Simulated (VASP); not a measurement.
Level of theory: PBE GGA with D4 dispersion, VASP's PBE PAW potentials (set 64) (plane waves; VASP).

VASP ran on this input.

**INCAR**
```
GGA=PE   # PBE
ICHARG=11   # fixed density
ENCUT=520   # plane-wave cut-off (eV)
LCHARG=.FALSE.
IVDW=13
LORBIT=11   # lm-projected
SYSTEM=FeAl
PREC=Accurate
SIGMA=0.05
LWAVE=.FALSE.
LASPH=.TRUE.   # aspherical one-centre terms
EDIFF=1E-7   # SCF stop (eV)
LMAXMIX=4   # l cut-off of mixed one-centre charges
ISMEAR=0   # Gaussian
LREAL=.FALSE.
ALGO=Normal   # blocked Davidson
NELM=100   # most electronic steps
```

### POSCAR
```
FeAl
1
    2.8417237673     0.0000000000     0.0000000000
    0.0000000000     2.8417237673     0.0000000000
    0.0000000000     0.0000000000     2.8417237673
Al Fe
1 1
Direct
  0.5000000000   0.5000000000   0.5000000000
  0.0000000000   0.0000000000   0.0000000000
```

KPOINTS:
```
k-points along high-symmetry lines
15
Line-mode
Reciprocal
  0.000000   0.000000   0.000000 ! GAMMA
  0.000000   0.500000   0.000000 ! X

  0.000000   0.500000   0.000000 ! X
  0.500000   0.500000   0.000000 ! M

  0.500000   0.500000   0.000000 ! M
  0.000000   0.000000   0.000000 ! GAMMA

  0.000000   0.000000   0.000000 ! GAMMA
  0.500000   0.500000   0.500000 ! R

  0.500000   0.500000   0.500000 ! R
  0.000000   0.500000   0.000000 ! X

  0.500000   0.500000   0.500000 ! R
  0.500000   0.500000   0.000000 ! M
```

POTCAR, in this order: Al Fe (PBE.64 set). Program: vasp_std. Read from the step before: CHGCAR.

Output of the run:

File OUTCAR:
```
 ion  position               nearest neighbor table
   1  0.500  0.500  0.500-   2 2.46   2 2.46   2 2.46   2 2.46   2 2.46   2 2.46   2 2.46   2 2.46
  LATTYP: Found a simple cubic cell.
 ALAT       =     2.8417237673
 Subroutine PRICEL returns:
 Original cell was already a primitive cell.
 Subroutine GETGRP returns: Found 48 space group operations
The static configuration has the point symmetry O_h .
The dynamic configuration has the point symmetry O_h .
 Subroutine INISYM returns: Found 48 space group operations
   k-points           NKPTS =     90   k-points in BZ     NKDIM =     90   number of bands    NBANDS=      9
   number of dos      NEDOS =    301   number of ions     NIONS =      2
   total plane-waves  NPLWV =  13824
   dimension x,y,z NGX =    24 NGY =   24 NGZ =   24
   dimension x,y,z NGXF=    48 NGYF=   48 NGZF=   48
   ions per type =               1   1
   PREC   = accura    normal or accurate (medium, high low for compatibility)
   ISTART =      0    job   : 0-new  1-cont  2-samecut
   ICHARG =     11    charge: 1-file 2-atom 10-const
   ISPIN  =      1    spin polarized calculation?
   LNONCOLLINEAR =      F non collinear calculations
   LSORBIT =      F    spin-orbit coupling
   INIWAV =      1    electr: 0-lowe 1-rand  2-diag
   ENCUT  =  520.0 eV  38.22 Ry    6.18 a.u.   5.28  5.28  5.28*2*pi/ulx,y,z
   NELM   =    100;   NELMIN=  2; NELMDL= -5     # of ELM steps
...
```

OSZICAR:
```
       N       E                     dE             d eps       ncg     rms          rms(c)
DAV:   1     0.343368590845E+02    0.34337E+02   -0.52288E+03  1620   0.126E+03
DAV:   2    -0.109316810791E+02   -0.45269E+02   -0.42951E+02  1622   0.184E+02
DAV:   3    -0.118957381468E+02   -0.96406E+00   -0.95799E+00  2125   0.363E+01
DAV:   4    -0.119101843569E+02   -0.14446E-01   -0.14431E-01  2001   0.386E+00
DAV:   5    -0.119105300414E+02   -0.34568E-03   -0.34567E-03  2039   0.525E-01
DAV:   6    -0.119105468231E+02   -0.16782E-04   -0.16780E-04  2118   0.102E-01
DAV:   7    -0.119105472174E+02   -0.39426E-06   -0.39477E-06  2014   0.121E-02
DAV:   8    -0.119105472371E+02   -0.19709E-07   -0.19595E-07  1532   0.216E-03
   1 F= -.12740059E+02 E0= -.12739630E+02  d E =-.857947E-03
```

File OUTCAR:
```
 val. band max:        8.6689701648   @ k =   0.3929   0.5000   0.3929

 cond. band min:       8.7985990018   @ k =   0.4286   0.4286   0.4286



 k-point     1 :       0.0000    0.0000    0.0000
  band No.  band energies     occupation
      1      -2.2238      2.00000
      2       5.9376      2.00000
      3       5.9376      2.00000
      4       8.4174      2.00000
      5       8.4175      2.00000
      6       8.4175      2.00000
      7      14.9609      0.00000
      8      14.9609      0.00000
      9      14.9609      0.00000

 k-point     2 :       0.0000    0.0357    0.0000
  band No.  band energies     occupation
      1      -2.1993      2.00000
      2       5.9354      2.00000
      3       5.9454      2.00000
      4       8.4011      2.00000
      5       8.4011      2.00000
      6       8.4191      2.00000
      7      14.7057      0.00000
      8      14.9975      0.00000
      9      14.9975      0.00000

 k-point     3 :       0.0000    0.0714    0.0000
  band No.  band energies     occupation
      1      -2.1256      2.00000
      2       5.9270      2.00000
      3       5.9686      2.00000
      4       8.3536      2.00000
      5       8.3536      2.00000
      6       8.4240      2.00000
      7      14.1118      0.00000
      8      15.1060      0.00000
      9      15.1060      0.00000

 k-point     4 :       0.0000    0.1071    0.0000
  band No.  band energies     occupation
      1      -2.0033      2.00000
      2       5.9066      2.00000
      3       6.0063      2.00000
      4       8.2792      2.00000
      5       8.2792      2.00000
      6       8.4319      2.00000
      7      13.3955      0.00000
      8      15.2822      0.00000
      9      15.2822      0.00000

 k-point     5 :       0.0000    0.1429    0.0000
  band No.  band energies     occupation
      1      -1.8330      2.00000
      2       5.8643      2.00000
      3       6.0571      2.00000
      4       8.1841      2.00000
...
```

The density is held fixed in this step, so its total energy and stress have no physical meaning.

The compound is FeAl in the CsCl type structure. It was relaxed first, which changed the volume by -7 %. The run is not spin-polarised, so no magnetic state was tried. The electron count is odd and the run is not spin-polarised, which forces a metal.
